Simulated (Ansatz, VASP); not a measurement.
## Sb (Antimony) in two plane-wave programs

Aim: how closely do two programs agree when they are given the same cell, functional and k mesh? Of the first pair: The cell is taken from a series of runs on this material, whose earlier steps may have relaxed, scaled, displaced or heated it; both programs get it as it stands.

Method: plane waves, with VASP 6.6.1 beside it; relaxation of cell and atoms at PBE and single point at PBE, in Ansatz 0.2.0.

### 1. The starting structure

Symmetry: R-3m, No. 166, trigonal system. Conventional cell: a = 4.374 Å, b = 4.374 Å, c = 11.537 Å, α = 90.00°, β = 90.00°, γ = 120.00°. Nearest to Sb lie 3 Sb at 2.95 Å.

### 2. VASP: relaxation of cell and atoms, PBE

The relaxed volume is the usual yardstick between codes: in a stiff, nearly cubic crystal its relative difference is about their pressure difference at one cell divided by the bulk modulus.

Lines of VASP's logs that name or quote its potential files are left out, and so is its time.

Input file INCAR:

```
SYSTEM = Sb
PREC = Accurate
ENCUT = 500
EDIFF = 1E-07
NELM = 120
ISMEAR = 1
SIGMA = 0.2
LREAL = .FALSE.
ALGO = Normal
GGA = PE
NBANDS = 11
LORBIT = 11
LWAVE = .FALSE.
LCHARG = .FALSE.
ISIF = 3
IBRION = 2
NSW = 80
EDIFFG = -0.005
LASPH = .TRUE.
GGA_COMPAT = .FALSE.
NELMIN = 4
KPAR = 2
```

Input file POSCAR:

```
Sb
1.0
    2.1872440000      1.2628060000      3.8455510000
   -2.1872440000      1.2628060000      3.8455510000
    0.0000000000     -2.5256120000      3.8455510000
Sb
2
Direct
    0.2327733182      0.2327733182      0.2327733182
    0.7672265951      0.7672265951      0.7672265951
```

Input file KPOINTS:

```
Automatic mesh
0
Gamma
15 15 15
0 0 0
```

The projector-augmented-wave data sets are Sb (PBE family, release 64).

Command:

```
$ mpirun -np 2 vasp_std
```

Numbers of over 12 decimals in the logs are rounded to 6 here.

The log of the run:

```text
[banner, memory and clock lines left out]
running    2 mpi-ranks, on    1 nodes
 distrk:  each k-point on    1 cores,    2 groups
 distr:  one band on    1 cores,    1 groups

 POSCAR found type information on POSCAR Sb
 POSCAR found :  1 types and       2 ions
 LDA part: xc-table for (Slater+PW92), standard interpolation
 POSCAR, INCAR and KPOINTS ok, starting setup
 FFT: planning ... GRIDC
 FFT: planning ... GRID_SOFT
 FFT: planning ... GRID
 WAVECAR not read
 entering main loop
       N       E                     dE             d eps       ncg     rms          rms(c)
DAV:   1     0.343815378221E+02    0.34382E+02   -0.35061E+03  7568   0.688E+02
DAV:   2    -0.641971871875E+01   -0.40801E+02   -0.39607E+02 10181   0.110E+02
DAV:   3    -0.825544384170E+01   -0.18357E+01   -0.18146E+01  9210   0.263E+01
DAV:   4    -0.827264830877E+01   -0.17204E-01   -0.17202E-01  8606   0.298E+00
DAV:   5    -0.827285943417E+01   -0.21113E-03   -0.21112E-03  8807   0.371E-01    0.280E+00
DAV:   6    -0.827234920313E+01    0.51023E-03   -0.27371E-03  8587   0.372E-01    0.169E+00
DAV:   7    -0.827217235486E+01    0.17685E-03   -0.64890E-03  8279   0.569E-01    0.850E-02
DAV:   8    -0.827229120470E+01   -0.11885E-03   -0.24876E-04  8756   0.998E-02    0.270E-02
DAV:   9    -0.827232549066E+01   -0.34286E-04   -0.52860E-05  8255   0.468E-02    0.558E-03
DAV:  10    -0.827232603225E+01   -0.54159E-06   -0.67077E-06  8848   0.143E-02    0.183E-03
DAV:  11    -0.827232604073E+01   -0.84773E-08   -0.54950E-07  8381   0.517E-03
   1 F= -.82723260E+01 E0= -.82731482E+01  d E =-.827233E+01
[...]
2 F= -.82723966E+01 E0= -.82732305E+01  d E =-.705830E-04
[...]
3 F= -.82723965E+01 E0= -.82732317E+01  d E =-.704366E-04
[...]
4 F= -.82724655E+01 E0= -.82733101E+01  d E =-.690582E-04
[...]
5 F= -.82725055E+01 E0= -.82733618E+01  d E =-.108981E-03
[...]
6 F= -.82725069E+01 E0= -.82733656E+01  d E =-.110374E-03
 curvature:  -2.13 expect dE=-0.343E-04 dE for cont linesearch -0.210E-07
 trial: gam= 0.09942 g(F)=  0.304E-05 g(S)=  0.131E-04 ort = 0.118E-05 (trialstep = 0.132E+01)
 search vector abs. value=  0.177E-04
 bond charge predicted
       N       E                     dE             d eps       ncg     rms          rms(c)
DAV:   1    -0.827252674154E+01   -0.19918E-04   -0.44887E-04  8366   0.112E-01    0.113E-02
DAV:   2    -0.827252319253E+01    0.35490E-05   -0.16537E-05  8102   0.272E-02    0.682E-03
DAV:   3    -0.827252175544E+01    0.14371E-05   -0.73874E-06  8645   0.132E-02    0.127E-03
DAV:   4    -0.827252183619E+01   -0.80757E-07   -0.53372E-07  8240   0.460E-03
   7 F= -.82725218E+01 E0= -.82733714E+01  d E =-.149845E-04
 trial-energy change:   -0.000015  1 .order   -0.000014   -0.000021   -0.000007
 step:   1.8370(harm=  2.0202)  dis= 0.00022  next Energy=    -8.272523 (dE=-0.165E-04)
 reached required accuracy - stopping structural energy minimisation
```

Parts of OUTCAR (step 2):

```text
ion  position               nearest neighbor table
   1  0.233  0.233  0.233-   2 2.95   2 2.95   2 2.95   2 3.43   2 3.43   2 3.43
   2  0.767  0.767  0.767-   1 2.95   1 2.95   1 2.95   1 3.43   1 3.43   1 3.43

  LATTYP: Found a trigonal (rhomboedric) cell.
 ALAT       =     4.6007583943
 COS(alpha) =     0.5479716770

 Subroutine GETGRP returns: Found 12 space group operations
 (whereof 12 operations were pure point group operations)

The static configuration has the point symmetry D_3d.

 Found    344 irreducible k-points:

   k-points           NKPTS =    344   k-points in BZ     NKDIM =    344   number of bands    NBANDS=     11

   dimension x,y,z NGX =    36 NGY =   36 NGZ =   36
   dimension x,y,z NGXF=    72 NGYF=   72 NGZF=   72

   ENCUT  =  500.0 eV  36.75 Ry    6.06 a.u.   8.39  8.39  8.39*2*pi/ulx,y,z

   NELECT =      10.0000    total number of electrons

 k-points in reciprocal lattice and weights: Automatic mesh
   0.00000000  0.00000000  0.00000000       0.000
   0.06666667 -0.00000000  0.00000000       0.002
   0.13333333 -0.00000000  0.00000000       0.002
   0.20000000 -0.00000000  0.00000000       0.002
   0.26666667 -0.00000000  0.00000000       0.002
   0.33333333 -0.00000000  0.00000000       0.002
   0.40000000 -0.00000000  0.00000000       0.002
   0.46666667 -0.00000000  0.00000000       0.002
   0.06666667  0.06666667 -0.00000000       0.002
[...]
0.46666667  0.46666667  0.46666667       0.001
  -0.46666667  0.46666667  0.46666667       0.002

 average (electrostatic) potential at core
       1 -86.4479       2 -86.4479

 E-fermi :   6.6502

 k-point     1 :       0.0000    0.0000    0.0000
  band No.  band energies     occupation
      1      -5.6805      2.00000
      2       1.6070      2.00000
      3       4.7083      2.00000
      4       4.9636      2.00000
      5       4.9636      2.00000
      6       8.6653     -0.00000
      7       9.2603     -0.00000
      8       9.2603     -0.00000
      9      11.8128      0.00000
     10      11.8128      0.00000
    ...

 k-point     2 :       0.0667   -0.0000    0.0000
  band No.  band energies     occupation
      1      -5.6340      2.00000
      2       1.4166      2.00000
      3       4.7330      2.00000
      4       4.9512      2.00000
      5       5.0169      2.00000
      6       8.6538     -0.00000
      7       9.1230     -0.00000
      8       9.1517     -0.00000
      9      11.5677      0.00000
     10      11.8027      0.00000
    ...

 k-point     3 :       0.1333   -0.0000    0.0000
  band No.  band energies     occupation
      1      -5.4946      2.00000
      2       0.9197      2.00000
      3       4.7485      2.00000
      4       4.9190      2.00000
      5       5.1840      2.00000
      6       8.5312     -0.00000
      7       8.7887     -0.00000
      8       8.8525     -0.00000
      9      11.2849      0.00000
     10      11.7132      0.00000
    ...

  Total        0.0081387      0.0081388     -0.0049308      0.0000000      0.0000000      0.0000000
  in kB        0.2051457      0.2051457     -0.1242849      0.0000000      0.0000000      0.0000000
  external PRESSURE =       0.0953355 kB  Pullay stress =       0.0000000 kB

  energy-cutoff  :      500.00
  volume of cell :       63.56
      direct lattice vectors                 reciprocal lattice vectors
     2.188071990  1.263284040  3.832586279     0.228511677  0.131931269  0.086973471
    -2.188071990  1.263284040  3.832586279    -0.228511677  0.131931269  0.086973471
    -0.000000000 -2.526568080  3.832586279     0.000000000 -0.263862538  0.086973471

 POSITION                                       TOTAL-FORCE (eV/Angst)
 -----------------------------------------------------------------------------------
     -0.00000      0.00000      2.68183         0.000000     -0.000000     -0.000048
     -0.00000      0.00000      8.81593        -0.000000      0.000000      0.000048
 -----------------------------------------------------------------------------------
    total drift:                                0.000000      0.000000      0.000170

  FREE ENERGIE OF THE ION-ELECTRON SYSTEM (eV)
  ---------------------------------------------------
  free  energy   TOTEN  =        -8.2725218362 eV

  energy  without entropy=       -8.2750704516  energy(sigma->0) =       -8.27337137

 reached required accuracy - stopping structural energy minimisation

 total charge
# of ion       s       p       d       tot
------------------------------------------
    1        1.216   1.129   0.031   2.377
    2        1.216   1.129   0.031   2.377
--------------------------------------------------
tot          2.433   2.259   0.062   4.754

[... 3 further parts left out ...]
```

The run keeps the 12 symmetry operations of its start, so it cannot find a distortion of lower symmetry.

### 3. Ansatz: relaxation of cell and atoms, PBE

Ansatz runs on its default PAW (the set named soft_2) files.

The same cell, functional, mesh and smearing now go to Ansatz, which takes its cutoff from its data sets.

Input file input.yaml:

```yaml
crystal:
  lattice:
    - [2.1872444258, 1.262806158, 3.8455506358]
    - [-2.1872444258, 1.262806158, 3.8455506358]
    - [0.0, -2.5256123161, 3.8455506358]
  atoms:
    - { symbol: Sb, position: [0.2327733674, 0.2327733674, 0.2327733674] }
    - { symbol: Sb, position: [0.7672266326, 0.7672266326, 0.7672266326] }
kpoints:
  mp_grid: { grid: [15, 15, 15] }
hamiltonian:
  xc: pbe
scf:
  occupations: { method: methfessel_paxton, width: 0.2 }
output:
  forces: true
  stress: true
  eigenvalues: true
  write_density: true
  write_potential: true
  elf: true
  volumetric_format: npy
relax:
  adjacent_minimum: "off"
  f_tol: 0.001
  max_steps: 60
  cell: { stress_tol: 0.01 }
```

Command:

```
$ ansatz run input.yaml --threads 8 --pin off --max-ram 14336MiB --backend cpu --events-out ev --progress --plain --runs-dir out
```

The log of the run:

```text
Engine: ansatz 0.2.0, x86_64-unknown-linux-gnu
Pseudopotentials: kind: paw
Pseudopotential: Sb, paw, valence charge 15, recommended cutoff 420 eV (normal), Sb.paw.azcp
Functional definition: PBE
  parameter kappa = 0.804
  parameter beta = 0.066725
  exchange = pbe_x(kappa = kappa, mu = beta*pi^2/3)
  correlation = pbe_c(beta = beta)
Crystal: 2 atoms, lattice volume = 63.730 Å³
Basis set: ecut = 420 eV, 1273 PW (Γ), exchange–correlation on 64×64×64 points (8 copies of the dense FFT grid, shifted against one another)
Bands: 19, of which v1, the nominal top of the filled ones, is band 15 counted from 1 (14 counted from 0)
Symmetry: 12 space group operations
Space group: R-3m (ITA 166), of the structure as read, at distance tolerance 4.0e-5 Å
k-points: 344 of 3375
Non-local potential: Sb, projectors of the file, l = 0: 2, l = 1: 2, l = 2: 2, l = 3: 2
PAW form: soft (Blöchl's): semilocal exchange-correlation on the pseudo side does not see the compensation charge
PAW one-centre angular grid: Sb, 590 points (default); XC on 64 Gauss nodes
Initial density: superposition of atomic densities (neutral atoms: chi_scale 0, normalization atom), corrected by the library's trained network
Initial wavefunctions: pseudopotential atomic-orbital guess
Functional: x = pbe(κ = 0.804, μ = 0.219515), c = pbe(β = 0.066725)
SCF iter   1: F=—  HF=-12968.977377 eV  |F-HF|=—  |Δ(HF+E_count)|=         —  Δρ=1.79e-3  dr2=2.24e-3  ethr=1.77e-3  ⟨swp⟩=5.7  Hψ=31681  notcnv=0
preconditioner: auto → Kerker (q_TF=auto, 2.406 Å⁻¹)  [metal: Δε(μ)=0.053 eV  Ē_g=8.418 eV  σ=0.200 eV  W_gap=0.22  n_scr=14 (ndim 8)  ℏωp=14.7 eV  f_vac=0.004  D(μ)=0.08/eV (n_scr^D=0)]
SCF iter   2: F=—  HF=-12968.975725 eV  |F-HF|=—  |Δ(HF+E_count)|=   1.65e-3  S|Δr|=    0.00e0  Δρ=9.97e-4  dr2=5.57e-4  ethr=7.45e-6  ⟨swp⟩=2.7  Hψ=14851  notcnv=0
SCF iter   3: F=—  HF=-12968.975834 eV  |F-HF|=—  |Δ(HF+E_count)|=   1.10e-4  S|Δr|=    0.00e0  Δρ=3.34e-4  dr2=6.60e-5  ethr=1.86e-6  ⟨swp⟩=3.0  Hψ=11813  notcnv=0
SCF iter   4: F=—  HF=-12968.975843 eV  |F-HF|=—  |Δ(HF+E_count)|=   8.95e-6  S|Δr|=    0.00e0  Δρ=1.18e-4  dr2=1.09e-5  ethr=2.20e-7  ⟨swp⟩=3.0  Hψ=11710  notcnv=0
SCF iter   5: F=—  HF=-12968.975847 eV  |F-HF|=—  |Δ(HF+E_count)|=   3.54e-6  S|Δr|=    0.00e0  Δρ=3.18e-5  dr2=1.31e-6  ethr=3.64e-8  ⟨swp⟩=3.0  Hψ=11810  notcnv=0
SCF iter   6: F=—  HF=-12968.975848 eV  |F-HF|=—  |Δ(HF+E_count)|=   8.55e-7  S|Δr|=    0.00e0  Δρ=1.29e-5  dr2=1.12e-7  ethr=4.38e-9  ⟨swp⟩=2.0  Hψ=8270  notcnv=0
SCF iter   7: F=-12968.975848 eV  HF=-12968.975848 eV  |F-HF|=2.32e-9  |Δ(HF+E_count)|=   4.50e-8  S|Δr|=    0.00e0  Δρ=2.98e-6  dr2=6.94e-9  ethr=3.33e-10  ⟨swp⟩=9.6  Hψ=43076  notcnv=0
SCF 1 converged in 7 iterations: F = -12968.975848 eV  dr2 = 6.94e-9
  greatest PAW one-centre occupation: 0.996 electrons in one spin orbital (limit 2), on the Sb atom at site 1 (counted from 0), in its partial waves of l = 2
relax step   1: F+E_penalty+E_count = -12968.97584783 eV  Δ(F+E_penalty+E_count) = +0.000e0 eV  max|allowed force component| = 4.430e-3 eV/Å  Δτ_max = 0.0000 Å  P = +0.001 GPa  Ω = 63.730 Å³  (7 SCF iters, dr2 threshold 1.00e-7 eV, accepted)
[...]
relax step   2: F+E_penalty+E_count = -12968.97584579 eV  Δ(F+E_penalty+E_count) = +2.043e-6 eV  max|allowed force component| = 4.620e-3 eV/Å  Δτ_max = 0.0009 Å  P = +0.008 GPa  Ω = 63.743 Å³  energy of the carried Pulay correction = -2.505e-6 eV  (4 SCF iters, dr2 threshold 1.23e-9 eV, accepted)
[...]
relax step   3: F+E_penalty+E_count = -12968.97584849 eV  Δ(F+E_penalty+E_count) = -2.695e-6 eV  max|allowed force component| = 3.177e-5 eV/Å  Δτ_max = 0.0004 Å  P = +0.001 GPa  Ω = 63.742 Å³  energy of the carried Pulay correction = -2.301e-6 eV  (4 SCF iters, dr2 threshold 1.33e-9 eV, accepted)
[...]
relax step   4: F+E_penalty+E_count = -12968.97585061 eV  Δ(F+E_penalty+E_count) = -2.122e-6 eV  max|allowed force component| = 3.483e-5 eV/Å  Δτ_max = 0.0000 Å  P = +0.000 GPa  Ω = 63.742 Å³  stress off target by 7.43e-4 GPa  SCF on the basis re-selected at this cell (its energy is not comparable with the rows above)  (6 SCF iters)
basis re-selected at this cell: Δ(F+E_penalty+E_count) = -2.122e-6 eV, ΔP = -0.000 GPa vs the last step (what re-selecting the basis moved, of the pressure what is left beyond the Pulay correction that the steps carried, after the strain that the cell walked since its last selection, with what the two solves' SCF thresholds leave and, on support functions, any second-order correction that the steps lacked; it is no m [...]
SCF converged after 6 iterations
Stability not checked: this state was not tested for a lower state beside it, because cold or Methfessel-Paxton smearing, or corrected tetrahedra, fill the levels in a way that the test cannot read (fill_not_monotonic; see scf.lower_state_search)
Free energy (F): -12968.975851 eV
Harris-Foulkes:  -12968.975851 eV  (|F-HF|=1.82e-12)
Internal energy: -12968.978268 eV  (E = F + TS)
E sigma→0 (E₀):  -12968.976455 eV
Entropy (-TS):   0.002418 eV (1.209 meV/atom)
Fermi energy:    9.283752 eV
Step filling:    the computed levels leave a gap of 0.0445 eV = 0.2 smearing widths at the electron count; against every level under it full and every level over it empty, smearing changes F+E_penalty+E_count by +0.478 meV and its σ→0 estimate by -0.126 meV
--- Per-component energies (eV) ---
  E_band       = -359.462767
  E_kinetic    = 412.727888
  E_local      = -3279.977513  (includes V_loc(G=0)·N_el)
  E_nonlocal   = 724.001528
  E_hartree    = 1481.841785
  E_xc         = -276.358797
  E_vxc        = -191.755660  (∫ρ·V_xc dr)
  E_paw        = -9150.279068  (= ΣΔE_a)
  E_vpaw       = -988.142590  (= ΣTr[D̂ρ^β])
  E_aug_tail   = -0.000003  (compensation charges beyond the density's cutoff)
  E_ewald      = -2880.934088
  E_smearing   = 0.002418  (= −TS)
  E_closure    = -0.000000  (closes the sum)
  Σ components = -12968.975851   (vs F -12968.975851, Δ=0.00e0)
--- Forces (eV/Å), atoms counted from 1 ---
  atom   1  Sb     0.00000000     0.00000000    -0.00003483
  atom   2  Sb    -0.00000000    -0.00000000     0.00003483
  max |Σ_I F_I| component: 9.25e-18 eV/Å
--- Stress (GPa, compression-positive) ---
        0.000357      -0.000000      -0.000000
        0.000000       0.000357      -0.000000
       -0.000000      -0.000000       0.000743
  P = ⅓ Tr σ = 0.0005 GPa (0.005 kbar)
--- Band table (eV; the first three rows and the last of 344) ---
  k-point 0: bands = [... 11 lower, 4.2069, 7.3350, 7.6003, 7.6003, 11.2707, 11.8766, 11.8766, 14.5239]
  k-point 1: bands = [... 11 lower, 4.0207, 7.3601, 7.5869, 7.6470, 11.2649, 11.7393, 11.7717, 14.2597]
  k-point 2: bands = [... 11 lower, 3.5327, 7.3743, 7.5518, 7.8026, 11.1514, 11.4101, 11.4814, 13.9598]
  k-point 343: bands = [... 11 lower, 0.5955, 7.3004, 7.8755, 8.9768, 9.5779, 9.7486, 10.9550, 15.9271]
--- Relaxed structure (3 steps of the walk, 3 accepted, 1 SCFs on fresh bases) ---
  F+E_penalty+E_count = -12968.97585061 eV   max|allowed force component| = 3.483e-5 eV/Å   (the final SCF, on the basis selected at the relaxed cell)
  cell:  # Å, volume = 63.7419 Å³
    - [2.187599, 1.263011, 3.845024]
    - [-2.187599, 1.263011, 3.845024]
    - [0, -2.526022, 3.845024]
  atoms:
    - { symbol: Sb, position: [0.232733, 0.232733, 0.232733] }
    - { symbol: Sb, position: [0.767267, 0.767267, 0.767267] }
```

The column dr2 measures how far the density is from self-consistency, as an energy; F and HF (Harris–Foulkes) agree once it is small.

### 4. Side by side

Known differences besides the potentials themselves: the data sets hold 30 valence electrons in Ansatz (on its default PAW (the set named soft_2) files) and 10 in VASP; the cutoff is 420 eV in Ansatz and 500 eV in VASP; Ansatz adds a Pulay correction to the stress that steers its cell, VASP none. Total energies have different zeros and are not compared.

The two programs side by side:

```csv
quantity,Ansatz,VASP,difference
volume (Å³),63.74,63.56,+0.28 %
"edge a after relaxation, in the typed setting (Å)",4.601,4.590,+0.22 %
```

### 5. Ansatz: relaxation, PBE

The two programs are compared at the cell with which this relaxation starts, whose forces are those of its first step.

The structure compared here is the start of the Ansatz relaxation; VASP solves that cell, so the two are compared at the walk's first step.

input.yaml, the sections that differ from step 3:

```yaml
crystal:
  lattice:
    - [2.1984832111, 1.2692948737, 3.8641535557]
    - [-2.1984832111, 1.2692948737, 3.8641535557]
    - [0.0, -2.5385897475, 3.8641535557]
  atoms:
    - { symbol: Sb, position: [0.2327328236, 0.2327328236, 0.2327328236] }
    - { symbol: Sb, position: [0.7672671764, 0.7672671764, 0.7672671764] }
output:
  forces: true
  stress: true
  eigenvalues: true
relax:
  adjacent_minimum: "off"
  f_tol: 0.001
  max_steps: 60
  cell: { stress_tol: 0.01, fix: [volume] }
# kpoints, hamiltonian, scf: as in step 3
```

The log of the run:

```text
[...]
Crystal: 2 atoms, lattice volume = 64.698 Å³
Basis set: ecut = 420 eV, 1285 PW (Γ), exchange–correlation on 64×64×64 points (8 copies of the dense FFT grid, shifted against one another)
Bands: 19, of which v1, the nominal top of the filled ones, is band 15 counted from 1 (14 counted from 0)
Symmetry: 12 space group operations
[...]
k-points: 344 of 3375
[...]
k-point 343: bands = [... 11 lower, 0.4847, 7.1094, 7.6831, 8.8131, 9.3802, 9.6055, 10.7756, 15.6323]
--- Relaxed structure (5 steps of the walk, 5 accepted, 1 SCFs on fresh bases) ---
[...]
cell:  # Å, volume = 64.6981 Å³
    - [2.191856, 1.265469, 3.887556]
    - [-2.191856, 1.265469, 3.887556]
    - [0, -2.530937, 3.887556]
  atoms:
    - { symbol: Sb, position: [0.231922, 0.231922, 0.231922] }
    - { symbol: Sb, position: [0.768078, 0.768078, 0.768078] }
[key lines of the parts left out:]
SCF converged after 7 iterations
Free energy (F): -12968.974551 eV
Fermi energy:    9.071394 eV
P = ⅓ Tr σ = -0.4234 GPa (-4.234 kbar)
```

(Continued in part 2 of 2.)

[Lines on the potential files, build, host, timing and source positions are cut from VASP's logs without a mark.]

[Logs are printed without paths, hosts, clocks, repeated set-up lines and the standing remarks that a program may print on its own settings, such as how far it seeks lower states.]

[Hosts, paths, dates, database ids (printed as entryN), source tags and the programs' standing remarks are cut or masked in the printed files.]
